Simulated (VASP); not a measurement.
All values below come from vdW-DF-cx, VASP's PBE PAW potentials (set 64) (plane waves; VASP 6.6.1).

VASP input:

POSCAR:
```
NiO
1
    4.1176733789     2.0566918651     2.0566918651
    2.0566918651     4.1176733789     2.0566918651
    2.0566918651     2.0566918651     4.1176733789
Ni O
2 2
Direct
  0.0000000000   0.0000000000   0.0000000000
  0.5000000000   0.5000000000   0.5000000000
  0.2500000000   0.2500000000   0.2500000000
  0.7500000000   0.7500000000   0.7500000000
```

### INCAR
```
SYSTEM = NiO
PREC = Accurate
ENCUT = 520
EDIFF = 1E-6
NELM = 100
ALGO = Normal
LREAL = .FALSE.
LASPH = .TRUE.
ISMEAR = 0
SIGMA = 0.05
GGA = CX
LUSE_VDW = .TRUE.
AGGAC = 0.0
LMAXMIX = 4
ISPIN = 2
MAGMOM = 2.0 -2.0 0.0 0.0
LORBIT = 10
LWAVE = .FALSE.
LCHARG = .FALSE.
IBRION = 2
ISIF = 3
NSW = 60
EDIFFG = -0.02
```

KPOINTS:
```
Automatic mesh
0
Gamma
  8 8 8
0 0 0
```

POTCAR, in this order: Ni O (PBE.64 set). Program: vasp_std.

Output of the run:

### OSZICAR
```
       N       E                     dE             d eps       ncg     rms          rms(c)
DAV:   1     0.266280538537E+03    0.26628E+03   -0.15842E+04  5264   0.213E+03
DAV:   2     0.108886758304E+02   -0.25539E+03   -0.23952E+03  5352   0.413E+02
DAV:   3    -0.185859275188E+02   -0.29475E+02   -0.28094E+02  5980   0.159E+02
DAV:   4    -0.195192778362E+02   -0.93335E+00   -0.92828E+00  5884   0.300E+01
DAV:   5    -0.195457273657E+02   -0.26450E-01   -0.26434E-01  6288   0.473E+00    0.211E+01
DAV:   6    -0.167311438857E+02    0.28146E+01   -0.41744E+01  7888   0.109E+02    0.213E+01
DAV:   7    -0.153465132915E+02    0.13846E+01   -0.69765E+00  6512   0.804E+01    0.954E+00
DAV:   8    -0.155244418609E+02   -0.17793E+00   -0.22146E+00  5860   0.123E+01    0.628E+00
DAV:   9    -0.154563009107E+02    0.68141E-01   -0.10828E-01  7520   0.893E+00    0.121E+00
DAV:  10    -0.154665873212E+02   -0.10286E-01   -0.61725E-02  6680   0.299E+00    0.447E-01
DAV:  11    -0.154664700703E+02    0.11725E-03   -0.41635E-03  6728   0.175E+00    0.125E-01
DAV:  12    -0.154666372891E+02   -0.16722E-03   -0.12238E-03  6924   0.369E-01    0.658E-02
DAV:  13    -0.154666447685E+02   -0.74794E-05   -0.19011E-04  8852   0.194E-01    0.254E-02
DAV:  14    -0.154666391802E+02    0.55883E-05   -0.16876E-05  6308   0.586E-02    0.223E-02
DAV:  15    -0.154666358388E+02    0.33413E-05   -0.74759E-06  6392   0.404E-02    0.515E-03
DAV:  16    -0.154666339889E+02    0.18499E-05   -0.15805E-06  3028   0.160E-02    0.145E-03
DAV:  17    -0.154666335723E+02    0.41657E-06   -0.58662E-07  2680   0.933E-03
   1 F= -.15466634E+02 E0= -.15466634E+02  d E =-.154666E+02  mag=    -0.0000
       N       E                     dE             d eps       ncg     rms          rms(c)
DAV:   1    -0.155559451935E+02   -0.89311E-01   -0.17703E+00  6448   0.196E+01    0.227E+00
DAV:   2    -0.154787974076E+02    0.77148E-01   -0.34543E-01  6192   0.118E+01    0.148E+00
DAV:   3    -0.154701906267E+02    0.86068E-02   -0.34524E-02  7576   0.443E+00    0.791E-01
DAV:   4    -0.154687421397E+02    0.14485E-02   -0.71705E-03  6984   0.130E+00    0.284E-01
DAV:   5    -0.154680765690E+02    0.66557E-03   -0.14385E-03  8856   0.724E-01    0.163E-01
DAV:   6    -0.154678442212E+02    0.23235E-03   -0.76484E-04  6320   0.454E-01    0.497E-02
DAV:   7    -0.154678397841E+02    0.44371E-05   -0.13770E-04  7504   0.111E-01    0.230E-02
DAV:   8    -0.154678375967E+02    0.21874E-05   -0.83131E-06  6104   0.592E-02    0.982E-03
DAV:   9    -0.154678386433E+02   -0.10466E-05   -0.22744E-06  3136   0.157E-02    0.265E-03
DAV:  10    -0.154678383701E+02    0.27321E-06   -0.67631E-07  2672   0.100E-02
   2 F= -.15467838E+02 E0= -.15467838E+02  d E =-.120480E-02  mag=     0.0000
       N       E                     dE             d eps       ncg     rms          rms(c)
DAV:   1    -0.154848015776E+02   -0.16963E-01   -0.31302E-01  6360   0.819E+00    0.958E-01
DAV:   2    -0.154709277822E+02    0.13874E-01   -0.62171E-02  6368   0.477E+00    0.603E-01
DAV:   3    -0.154696250503E+02    0.13027E-02   -0.57498E-03  7544   0.181E+00    0.337E-01
DAV:   4    -0.154693035565E+02    0.32149E-03   -0.12037E-03  7008   0.552E-01    0.117E-01
DAV:   5    -0.154691916420E+02    0.11191E-03   -0.25815E-04  8936   0.308E-01    0.675E-02
DAV:   6    -0.154691613945E+02    0.30247E-04   -0.13341E-04  6384   0.189E-01    0.212E-02
DAV:   7    -0.154691564435E+02    0.49510E-05   -0.23408E-05  7784   0.474E-02    0.975E-03
DAV:   8    -0.154691581145E+02   -0.16710E-05   -0.11544E-06  3088   0.225E-02    0.390E-03
DAV:   9    -0.154691575306E+02    0.58398E-06   -0.53986E-07  2648   0.958E-03
   3 F= -.15469158E+02 E0= -.15469158E+02  d E =-.252396E-02  mag=     0.0000
```

### OUTCAR
```
------------------------ aborting loop because EDIFF is reached ----------------------------------------
  FORCE on cell =-STRESS in cart. coord.  units (eV):
  Direction    XX          YY          ZZ          XY          YZ          ZX
  --------------------------------------------------------------------------------------
  Total       -0.0079235     -0.0079235     -0.0079235     -0.0492100     -0.0492100     -0.0492100
  in kB       -0.3594356     -0.3594356     -0.3594356     -2.2323196     -2.2323196     -2.2323196
  external PRESSURE =      -0.3594356 kB  Pullay stress =       0.0000000 kB
  volume of cell :       35.32
      direct lattice vectors                 reciprocal lattice vectors
     4.129834905  2.060982701  2.060982701     0.362635096 -0.120724710 -0.120724710
     2.060982701  4.129834905  2.060982701    -0.120724710  0.362635096 -0.120724710
     2.060982701  2.060982701  4.129834905    -0.120724710 -0.120724710  0.362635096
 POSITION                                       TOTAL-FORCE (eV/Angst)
 -----------------------------------------------------------------------------------
      0.00000      0.00000      0.00000        -0.000000     -0.000000     -0.000000
      4.12590      4.12590      4.12590         0.000000      0.000000     -0.000000
      2.06295      2.06295      2.06295         0.000000      0.000000     -0.000000
      6.18885      6.18885      6.18885        -0.000000      0.000000      0.000000
 -----------------------------------------------------------------------------------
    total drift:                                0.000000     -0.000000     -0.000000
  FREE ENERGIE OF THE ION-ELECTRON SYSTEM (eV)
  ---------------------------------------------------
  free  energy   TOTEN  =       -15.4691575306 eV

  energy  without entropy=      -15.4691575306  energy(sigma->0) =      -15.46915753

 total charge

# of ion       s       p       d       tot
------------------------------------------
    1        0.341   0.427   8.306   9.074
    2        0.341   0.427   8.306   9.074
    3        1.558   3.409   0.000   4.967
    4        1.558   3.409   0.000   4.967
--------------------------------------------------
tot          3.797   7.673  16.612  28.082

 magnetization (x)

# of ion       s       p       d       tot
------------------------------------------
    1       -0.011  -0.015   1.290   1.263
    2        0.011   0.015  -1.290  -1.263
    3        0.000   0.000   0.000   0.000
    4        0.000   0.000   0.000   0.000
--------------------------------------------------
tot          0.000   0.000   0.000   0.000

 reached required accuracy - stopping structural energy minimisation
```
(Selected blocks of OUTCAR.)

**CONTCAR**
```
NiO
   1.00000000000000
     4.1298349049532668    2.0609827010034207    2.0609827010034207
     2.0609827010034207    4.1298349049532668    2.0609827010034207
     2.0609827010034207    2.0609827010034207    4.1298349049532668
  Ni              O
     2     2
Direct
     0.0000000000000000    0.0000000000000000    0.0000000000000000
     0.5000000000000000    0.5000000000000000    0.5000000000000000
     0.2500000000000000    0.2500000000000000    0.2500000000000000
     0.7500000000000000    0.7500000000000000    0.7500000000000000
```

The compound is NiO in the rock salt, AFM-II order structure. This run relaxes it. Symmetry was kept, so distortions that lower it aren't found. The start is the result of an earlier pass.
